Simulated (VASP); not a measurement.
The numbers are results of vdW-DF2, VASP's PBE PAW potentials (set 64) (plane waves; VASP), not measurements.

The input files of a VASP run:

**INCAR**
```
SYSTEM = MgO
PREC = Accurate
ENCUT = 520
EDIFF = 1E-7
NELM = 100
ALGO = Normal
LREAL = .FALSE.
LASPH = .TRUE.
ISMEAR = 0
SIGMA = 0.05
GGA = ML
ZAB_VDW = -1.8867
LUSE_VDW = .TRUE.
AGGAC = 0.0
LWAVE = .FALSE.
LCHARG = .FALSE.
ISIF = 2
```

### KPOINTS
```
kpoints
0
Gamma
  11 11 11
```

File POSCAR:
```
MgO
1
    0.0000000000     2.1373971441     2.1373971441
    2.1373971441     0.0000000000     2.1373971441
    2.1373971441     2.1373971441     0.0000000000
Mg O
1 1
Direct
  0.0000000000   0.0000000000   0.0000000000
  0.5000000000   0.5000000000   0.5000000000
```

POTCAR, in this order: Mg O (PBE.64 set). Program: vasp_std.

The run wrote:

File OSZICAR:
```
       N       E                     dE             d eps       ncg     rms          rms(c)
DAV:   1     0.148480699643E+02    0.14848E+02   -0.47869E+03  1016   0.873E+02
DAV:   2    -0.108692846627E+02   -0.25717E+02   -0.24847E+02  1136   0.139E+02
DAV:   3    -0.111683878639E+02   -0.29910E+00   -0.29910E+00  1128   0.172E+01
DAV:   4    -0.111687849583E+02   -0.39709E-03   -0.39709E-03  1216   0.621E-01
DAV:   5    -0.111687853122E+02   -0.35395E-06   -0.35395E-06  1216   0.138E-02    0.872E+00
DAV:   6    -0.902243224165E+01    0.21464E+01   -0.15599E+01   896   0.278E+01    0.254E+00
DAV:   7    -0.900748823526E+01    0.14944E-01   -0.12323E-01   928   0.361E+00    0.137E+00
DAV:   8    -0.900668034862E+01    0.80789E-03   -0.64639E-02   896   0.361E+00    0.195E-01
DAV:   9    -0.900634722528E+01    0.33312E-03   -0.28902E-04  1304   0.205E-01    0.845E-02
DAV:  10    -0.900675503500E+01   -0.40781E-03   -0.84495E-04   896   0.371E-01    0.111E-02
DAV:  11    -0.900675271595E+01    0.23190E-05   -0.21829E-06  1120   0.188E-02    0.556E-03
DAV:  12    -0.900675673972E+01   -0.40238E-05   -0.11273E-05   920   0.431E-02    0.594E-04
DAV:  13    -0.900675677820E+01   -0.38479E-07   -0.49212E-08  1032   0.267E-03
   1 F= -.90067568E+01 E0= -.90067568E+01  d E =-.151399E-12
```

File OUTCAR:
```
------------------------ aborting loop because EDIFF is reached ----------------------------------------
  FORCE on cell =-STRESS in cart. coord.  units (eV):
  Direction    XX          YY          ZZ          XY          YZ          ZX
  --------------------------------------------------------------------------------------
  Total        0.0065548      0.0065548      0.0065548      0.0000000      0.0000000     -0.0000000
  in kB        0.5377571      0.5377571      0.5377571      0.0000000      0.0000000     -0.0000000
  external PRESSURE =       0.5377571 kB  Pullay stress =       0.0000000 kB
  volume of cell :       19.53
      direct lattice vectors                 reciprocal lattice vectors
     0.000000000  2.137397144  2.137397144    -0.233929385  0.233929385  0.233929385
     2.137397144  0.000000000  2.137397144     0.233929385 -0.233929385  0.233929385
     2.137397144  2.137397144  0.000000000     0.233929385  0.233929385 -0.233929385
  FREE ENERGIE OF THE ION-ELECTRON SYSTEM (eV)
  ---------------------------------------------------
  free  energy   TOTEN  =        -9.0067567782 eV

  energy  without entropy=       -9.0067567782  energy(sigma->0) =       -9.00675678
```
(Selected blocks of OUTCAR.)

The compound is MgO in the rock salt structure. It was relaxed first.
